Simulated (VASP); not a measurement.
The system is TcSe2.

```
CELL_PARAMETERS angstrom
1.92842 1.11337 5.83034
-1.92842 1.11337 5.83034
0.00000 -2.22675 5.83034
ATOMIC_POSITIONS crystal
Tc 0.00000 0.00000 0.00000
Se 0.25200 0.25200 0.25200
Se 0.74800 0.74800 0.74800
```

The cell was built by a generator and needn't be a form met in nature.

Program: VASP 6.6.1. Alike in all runs: task single point; potentials or basis VASP PAW PBE potentials, release 64 (Tc_pv, Se); cell as given; k mesh 6 × 6 × 6; cutoff (eV) 520; smearing gaussian 0.05 eV.

**Question.** Order these runs on this cell by their pressure, lowest first.
A. level r2SCAN+U; spin collinear, zero start; U Tc d U = 7 eV; further INCAR settings ALGO = Normal; EDIFF = 1e-06
B. level r2SCAN+U; spin collinear, zero start; U Tc d U = 2 eV; further INCAR settings ALGO = Normal; EDIFF = 1e-06
C. level PBEsol+U; spin collinear, ferromagnetic start; U Tc d U = 5 eV; further INCAR settings ALGO = Fast; EDIFF = 1e-06; NBANDS = 24

**Answer.** B (-12.3 GPa), A (-9.7 GPa), C (-4.2 GPa).

Caveats: the PAW data sets were made with another functional, which shifts forces and pressure a little.

Not every run made on this cell is shown here.
